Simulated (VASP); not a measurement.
Lattice constant a of wurtzite semiconductors: SCAN against PBE

VASP (plane waves, PAW); cells keep the symmetry of their structure type. Static lattice, each level at its own minimum.

Here x stands for PBE a and y for SCAN less PBE.

```csv
solid,PBE a (Å),SCAN less PBE (Å),cut-off (eV)
BN,2.556,-0.013,520
SiC,3.092,-0.020,520
AlN,3.130,-0.028,520
GaN,3.220,-0.035,520
ZnS,3.850,-0.059,520
CdS,4.207,-0.047,520
CdSe,4.393,?,520
```

Task: Using a straight line, estimate the missing y at x = 4.393 from the other rows, showing the fit.

Result: With u = x - 3.3, the rows have u = -0.7440, -0.2080, -0.1700, -0.0800, 0.5500, 0.9070. Means: u 0.042500, y -0.0337. About the means, the sum of products is -0.045102 and the sum of squares of u is 1.7464; the slope is their ratio. Least squares gives y = -0.0326 - 0.02583·u. Residuals (row less fit): 0.0004, 0.0072, 0.0002, -0.0045, -0.0122, 0.0090; standard error 0.0087 (degrees of freedom: 4). The slope is -0.0258 with a standard error of 0.0066. At the withheld row, u = 1.0930, so y = -0.0326 - 0.02583 × 1.0930 = -0.0608 Å. The calculation gives -0.058 Å, 0.0028 Å above the prediction (6.1 % of the range of y in the table). The row lies outside the fitted rows, so this is an extrapolation. From the scatter of the fitted rows alone, a prediction at this place has a standard error of 0.0117 Å, so the miss is 0.2 times that.

BN is here a metastable high-pressure form. SiC is here the rare 2H polytype. ZnS is here the high-temperature form. The rows are a random draw from the solids of this series computed here; series whose standard error about the line passes 12 to 30 % of the range of y, or with no trend, aren't shown in this form.
